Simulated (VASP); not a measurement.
Input of a VASP 6.6.1 run:

The input INCAR:

```
ALGO = Fast ; EDIFF = 1E-6
ENCUT = 520 ; GGA = PS
ISIF = 2 ; ISMEAR = -1
LASPH = True ; LCHARG = False
LREAL = False ; LWAVE = False
NBANDS = 69 ; NELM = 100
PREC = Accurate ; SIGMA = 0.1
```

KPOINTS

```
Automatic mesh
0
Gamma
  3 3 3
  0.5 0 0.5
```

Contents of POSCAR:

```
PAu3Se3
1.0
    5.7502729200      3.2748687900      2.8467876000
   -5.5662797700      3.0439388100      2.7487510000
   -0.1079953900     -6.4305034900      2.9225506500
P Au Se
2 6 6
Direct
    0.9793550000      0.9648800000      0.9675420000
    0.4810240000      0.4994840000      0.4624870000
    0.4779630000      0.2723510000      0.9590810000
    0.9225270000      0.4478130000      0.2869760000
    0.2608940000      0.9165610000      0.4611960000
    0.4294520000      0.7789910000      0.9922610000
    0.7971610000      0.9635550000      0.4453320000
    0.9797260000      0.4107240000      0.7748000000
    0.5720840000      0.2642930000      0.2906020000
    0.2627570000      0.6181850000      0.2745650000
    0.2390010000      0.2830130000      0.5946970000
    0.7366530000      0.7331650000      0.0786450000
    0.7847060000      0.1332000000      0.7837530000
    0.0810910000      0.7313170000      0.7404390000
```

Potentials or basis: VASP PAW PBE potentials, release 64 (P, Au, Se).

Run with:

```sh
$ cat potpaw_PBE.64/P/POTCAR potpaw_PBE.64/Au/POTCAR potpaw_PBE.64/Se/POTCAR > POTCAR
$ mpirun -np 1 vasp_std > vasp.out
```

Q: Estimate the band gap on the k mesh.

A: 0.75 eV, indirect (least direct gap 0.98 eV).

Q: Predict the largest force.

A: 9.424 eV/Å.

Q: Estimate the pressure.

A: 8.8 GPa.

Stress tensor (GPa, compression positive):
```
 6.99 -2.53 -3.43
-2.53  9.35  4.57
-3.43  4.57 10.06
```

Caveat: the PAW data sets were made with another functional, which shifts forces and pressure a little; spin-orbit coupling is left out, which moves the levels of the heavy elements. A hybrid or GW would open this gap; PBEsol tends to underestimate it.
